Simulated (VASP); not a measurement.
An input for Ansatz (written as the equivalent of a VASP run, and not itself run):

Ansatz 0.2 input:
```yaml
crystal:
  lattice:
    - [4.7055779, 0.0000000, 0.0000000]
    - [0.0000000, 4.7055779, 0.0000000]
    - [0.0000000, 0.0000000, 4.7055779]
  atoms:
    - { symbol: Ag, position: [0.7500000, 0.2500000, 0.7500000] }
    - { symbol: Ag, position: [0.2500000, 0.7500000, 0.7500000] }
    - { symbol: Ag, position: [0.7500000, 0.7500000, 0.2500000] }
    - { symbol: Ag, position: [0.2500000, 0.2500000, 0.2500000] }
    - { symbol: O, position: [0.0000000, 0.0000000, 0.0000000] }
    - { symbol: O, position: [0.5000000, 0.5000000, 0.5000000] }
kpoints:
  mp_grid: { grid: [6, 6, 6] }
hamiltonian:
  xc: pbesol
  pseudopotentials: { kind: paw }
scf:
  occupations: { method: methfessel_paxton, width: 0.1 }
  max_iter: 100
relax:
  max_steps: 30
  f_tol: 0.001
output: { forces: true, stress: true, eigenvalues: true }
```

Task: Write the VASP files for the same calculation (PBEsol).

Result: One answer among several that fit: 
**POSCAR**
```
Ag2O
1
    4.7055778966     0.0000000000     0.0000000000
    0.0000000000     4.7055778966     0.0000000000
    0.0000000000     0.0000000000     4.7055778966
Ag O
4 2
Direct
  0.7500000000   0.2500000000   0.7500000000
  0.2500000000   0.7500000000   0.7500000000
  0.7500000000   0.7500000000   0.2500000000
  0.2500000000   0.2500000000   0.2500000000
  0.0000000000   0.0000000000   0.0000000000
  0.5000000000   0.5000000000   0.5000000000
```

### KPOINTS
```
Automatic mesh
0
Gamma
6 6 6
```

INCAR:
```
# general
SYSTEM  = Ag2O
PREC    = Accurate
ENCUT   = 520
LREAL   = .FALSE.
LASPH   = .TRUE.

# electronic loop
EDIFF   = 1E-8
NELM    = 100
ALGO    = Normal
LMAXMIX = 4

# smearing
ISMEAR  = 1
SIGMA   = 0.1

# functional
GGA     = PS

# ions
IBRION  = 1
NSW     = 30
ISIF    = 2
EDIFFG  = -0.001

# output
LWAVE   = .FALSE.
LCHARG  = .FALSE.
```

POTCAR, in this order: Ag O (PBE.64 set). Program: vasp_std.

The two are equivalent in intent, not identical: each code has its own PAW files, so the cut-off isn't converted (ENCUT is set for VASP's; basis.ecutwfc is left out, and Ansatz then takes the one that its files recommend); Ansatz stops its SCF on the density residual and VASP on the energy change (EDIFF).

The compound is Ag2O in the cuprite structure. It was relaxed first. The start is the result of an earlier pass.
